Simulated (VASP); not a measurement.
Runs of VASP 6.6.1 on TiN (Osbornite). Symmetry: Fm-3m, No. 225, cubic system. Conventional cell: a = 4.238 Å, b = 4.238 Å, c = 4.238 Å, α = 90.00°, β = 90.00°, γ = 90.00°. Ti (site symmetry m-3m) is surrounded by 6 N at 2.12 Å. N (site symmetry m-3m) has 6 Ti at 2.12 Å as nearest neighbours. 

```csv
level,potentials or basis,gap on the mesh (eV),pressure (GPa),relaxed volume (Å³/atom)
LDA,"VASP PAW LDA potentials, release 64 (Ti_sv, N)",none,0.0,9.10
PBE,"VASP PAW PBE potentials, release 64 (Ti_sv, N)",none,0.0,9.59
AM05,"VASP PAW PBE potentials, release 64 (Ti_sv, N)",none,-0.1,(b)
r2SCAN,"VASP PAW PBE potentials, release 64 (Ti_sv, N)",none,0.0,9.53
PBE+D3(BJ),"VASP PAW PBE potentials, release 64 (Ti_sv, N)",none,0.0,9.31
PBEsol,"VASP PAW PBE potentials, release 64 (Ti_sv, N)",none,0.0,9.30
RPBE,"VASP PAW PBE potentials, release 64 (Ti_sv, N)",none,0.0,(a)
```

Alike in all rows: task relaxation of cell and atoms; no spin polarisation; cell relaxed; k mesh 16 × 16 × 16; cutoff (eV) 600; smearing methfessel-paxton 0.1 eV.

**Question.** Fill in the values left out.

**Answer.** (a) 9.78; (b) 9.27.

Caveats: the PAW data sets were made with another functional, which shifts forces and pressure a little (some runs); pairwise dispersion overbinds metals, which lowers pressure and volume (some runs).

A k mesh can miss the band edges.

A gap of «none» marks a metal or a gap under the smearing width.

Not every run made on this cell is shown here.
